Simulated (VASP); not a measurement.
Wanted: the native input for a VASP 6.6.1 run.

- Task: single point
- Functional: PBE
- Potentials or basis: VASP PAW PBE potentials, release 64 (Bi_d, Fe)
- Cutoff: 520 eV
- k mesh: 10 × 10 × 10
- Occupations: gaussian, width 0.0512 eV
- Spin: no spin polarisation
- Dipole correction: no
- Further INCAR settings: ALGO = Normal; EDIFF = 1e-07; NBANDS = 18

The structure of FeBi lies in POSCAR:

```
FeBi
1.0
    0.0000000000      2.8884190000      2.8884190000
    2.8884190000      0.0000000000      2.8884190000
    2.8884190000      2.8884190000      0.0000000000
Bi Fe
1 1
Direct
    0.0000000000      0.0000000000      0.0000000000
    0.5000000000      0.5000000000      0.5000000000
```

The cell was built by a generator and needn't be a form met in nature.

The input as run:

INCAR

```
ALGO = Normal ; EDIFF = 1E-7
ENCUT = 520 ; GGA = PE
ISIF = 2 ; ISMEAR = 0
LASPH = True ; LCHARG = False
LREAL = False ; LWAVE = False
NBANDS = 18 ; NELM = 80
PREC = Accurate ; SIGMA = 0.0512
```

KPOINTS

```
k-points
0
Gamma
  10 10 10
```

Potentials or basis: VASP PAW PBE potentials, release 64 (Bi_d, Fe).

The run is started by

```sh
$ cat potpaw_PBE.64/Bi_d/POTCAR potpaw_PBE.64/Fe/POTCAR > POTCAR
$ mpirun -np 1 vasp_std > vasp.out
```

Results of the run:

```
Pressure               : -12.4 GPa
Band gap on the k mesh : none (metal or under the smearing width)
```

Caveat: spin-orbit coupling is left out, which moves the levels of the heavy elements.

It took 33 s on 1 thread of Intel(R) Xeon(R) Platinum 8488C (Sapphire Rapids) (shared host), peak memory 0.19 GiB.
